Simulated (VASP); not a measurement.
Given:

```
V2Ge
1.0
    6.72478     0.00000     0.00000
   -3.36239     5.82384     0.00000
    0.00000     0.00000     3.11199
V Ge
6 3
Direct
  0.26987   0.00000   0.00000
  0.00000   0.26987   0.00000
  0.73013   0.73013   0.00000
  0.60589   0.00000   0.50000
  0.00000   0.60589   0.50000
  0.39411   0.39411   0.50000
  0.00000   0.00000   0.50000
  0.33333   0.66667   0.00000
  0.66667   0.33333   0.00000
```

Method: PBEsol GGA, VASP's PBE PAW potentials (set 64) (plane waves; VASP). Numerical set-up: 400 eV cut-off, Gaussian smearing of 0.050 eV, potentials V_sv Ge_d.

Task: Predict the band gap (along the path) with the smallest direct gap where there is one.

Result: 
```yaml
band gap (along the path): none (metal, semimetal or under 0.01 eV)
```

Only differences to runs with the same potentials and settings are physical.

The structure was generated: V2Ge was put into the Fe2P type (P-62m), which need not be its known phase. It was relaxed first, which changed the volume by -15 %. The run is not spin-polarised, so no magnetic state was tried.
